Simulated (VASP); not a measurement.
Data:

```
CELL_PARAMETERS angstrom
      0.00000     3.00596     3.00596
      3.00596     0.00000     3.00596
     12.04205    12.04205    -0.01820
ATOMIC_POSITIONS crystal
  Hg 0.01445 0.01445 0.98917
  Hg 0.00106 0.00106 0.24921
  Hg 0.98600 0.98600 0.51050
  Hg 0.99976 0.99976 0.75018
  Se 0.25439 0.25439 0.05921
  Se 0.24128 0.24128 0.31904
  S  0.24496 0.24496 0.56628
  S  0.25810 0.25810 0.80643
```

Computed with PBEsol GGA, VASP's PBE PAW potentials (set 64) (plane waves; VASP). Numerical set-up: 400 eV cut-off, 10×10×3 Γ-centred mesh, tetrahedra with Blöchl corrections, potentials Hg Se S.

Unless said otherwise, spin-orbit coupling is left out, though it shifts the bands of the heavy elements here.

Problem. Predict the energy per atom (σ→0), band gap (on the k-mesh) with the smallest direct gap where there is one.

Solution. 
```json
{
  "band gap (on the k-mesh)": "none (metal, semimetal or under 0.01 eV)",
  "energy per atom (σ→0)": "-2.515 eV/atom"
}
```

Only differences to runs with the same potentials and settings are physical.

The structure was generated: Hg4S2Se2 was put into an ordered model structure (R3m), which need not be its known phase. It was relaxed first.
